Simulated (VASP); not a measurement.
Output of a VASP run:

OSZICAR:
```
       N       E                     dE             d eps       ncg     rms          rms(c)
DAV:   1     0.641231239541E+02    0.64123E+02   -0.82876E+03  1008   0.122E+03
DAV:   2    -0.339751929218E+02   -0.98098E+02   -0.88250E+02  1468   0.265E+02
DAV:   3    -0.384190562459E+02   -0.44439E+01   -0.44135E+01  1264   0.593E+01
DAV:   4    -0.384651663920E+02   -0.46110E-01   -0.46074E-01  1248   0.655E+00
DAV:   5    -0.384658166093E+02   -0.65022E-03   -0.65006E-03  1276   0.766E-01    0.110E+01
DAV:   6    -0.354547349444E+02    0.30111E+01   -0.79437E+00  1144   0.230E+01    0.492E+00
DAV:   7    -0.352097045704E+02    0.24503E+00   -0.42845E-01  1252   0.587E+00    0.307E+00
DAV:   8    -0.351384541098E+02    0.71250E-01   -0.27136E-01  1204   0.400E+00    0.386E-01
DAV:   9    -0.351354508074E+02    0.30033E-02   -0.10585E-02  1224   0.936E-01    0.175E-01
DAV:  10    -0.351363101492E+02   -0.85934E-03   -0.12705E-03  1204   0.310E-01    0.384E-02
DAV:  11    -0.351364010143E+02   -0.90865E-04   -0.21186E-04  1264   0.128E-01    0.271E-02
DAV:  12    -0.351363964330E+02    0.45813E-05   -0.47668E-05  1192   0.616E-02    0.435E-03
DAV:  13    -0.351363967656E+02   -0.33256E-06   -0.18543E-06  1300   0.125E-02    0.965E-04
DAV:  14    -0.351363968657E+02   -0.10013E-06   -0.15014E-07  1088   0.326E-03    0.475E-04
DAV:  15    -0.351363968641E+02    0.16089E-08   -0.60292E-09   756   0.701E-04
   1 F= -.35773923E+02 E0= -.35773923E+02  d E =-.357739E+02
       N       E                     dE             d eps       ncg     rms          rms(c)
DAV:   1    -0.352188663061E+02   -0.82469E-01   -0.27329E+00  1008   0.148E+01    0.105E+00
DAV:   2    -0.351788865859E+02    0.39980E-01   -0.42719E-02  1204   0.184E+00    0.590E-01
DAV:   3    -0.351611609298E+02    0.17726E-01   -0.36649E-02  1224   0.145E+00    0.139E-01
DAV:   4    -0.351609954627E+02    0.16547E-03   -0.19733E-03  1216   0.420E-01    0.483E-02
DAV:   5    -0.351609599958E+02    0.35467E-04   -0.69717E-04  1212   0.221E-01    0.439E-02
DAV:   6    -0.351609437330E+02    0.16263E-04   -0.14000E-04  1212   0.107E-01    0.365E-03
DAV:   7    -0.351609457432E+02   -0.20102E-05   -0.53520E-06  1268   0.220E-02    0.402E-03
DAV:   8    -0.351609460983E+02   -0.35505E-06   -0.32780E-07  1244   0.492E-03    0.294E-03
DAV:   9    -0.351609460053E+02    0.92951E-07   -0.41495E-07  1164   0.527E-03
   2 F= -.35794133E+02 E0= -.35794133E+02  d E =-.202093E-01
```

**OUTCAR**
```
------------------------ aborting loop because EDIFF is reached ----------------------------------------
  Edisp (eV):   -0.63319
  FORCE on cell =-STRESS in cart. coord.  units (eV):
  Direction    XX          YY          ZZ          XY          YZ          ZX
  --------------------------------------------------------------------------------------
  Total      -0.16917    -0.16917    -0.18621    -0.00000     0.00000    -0.00000
  in kB      -7.41834    -7.41835    -8.16593    -0.00000     0.00000    -0.00000
  external pressure =       -7.67 kB  Pullay stress =        0.00 kB
  volume of cell :       36.54
      direct lattice vectors                 reciprocal lattice vectors
     1.254616336 -2.173059608 -0.000000000     0.398528208 -0.230090329  0.000000000
     1.254616336  2.173059608 -0.000000000     0.398528208  0.230090329 -0.000000000
     0.000000000  0.000000000  6.700461186     0.000000000  0.000000000  0.149243458
  FREE ENERGIE OF THE ION-ELECTRON SYSTEM (eV)
  ---------------------------------------------------
  free  energy   TOTEN  =       -35.7941327604 eV

  energy  without entropy=      -35.7941327604  energy(sigma->0) =      -35.79413276

 reached required accuracy - stopping structural energy minimisation
```
(Selected blocks of OUTCAR.)

**POSCAR**
```
BN
1
    1.2659432163    -2.1926783644     0.0000000000
    1.2659432163     2.1926783644     0.0000000000
    0.0000000000     0.0000000000     6.5810943335
B N
2 2
Direct
  0.3333330000   0.6666670000   0.2500000000
  0.6666670000   0.3333330000   0.7500000000
  0.6666670000   0.3333330000   0.2500000000
  0.3333330000   0.6666670000   0.7500000000
```

Problem. Reconstruct the remaining input files.

Solution. Several could match; the one computed here: the input of the run itself, PBE GGA with D4 dispersion, plane waves, VASP's PBE PAW potentials (set 64).

INCAR:
```
SYSTEM  =  BN
PREC  =  Accurate; ENCUT  =  520; LREAL  =  .FALSE.
LASPH  =  .TRUE.
EDIFF  =  1E-7; NELM  =  100; ALGO  =  Normal
ISMEAR  =  0; SIGMA  =  0.05
GGA  =  PE; IVDW  =  13
IBRION  =  2; NSW  =  30; ISIF  =  4
EDIFFG  =  -0.01
LWAVE  =  .FALSE.; LCHARG  =  .FALSE.
```

File KPOINTS:
```
Automatic mesh
0
G
10 10 4
0 0 0
```

POTCAR, in this order: B N (PBE.64 set). Program: vasp_std.

The compound is BN in the hex structure. This cell is one point of a volume scan, at 1.03 of the reference volume. Symmetry was kept, so distortions that lower it aren't found.
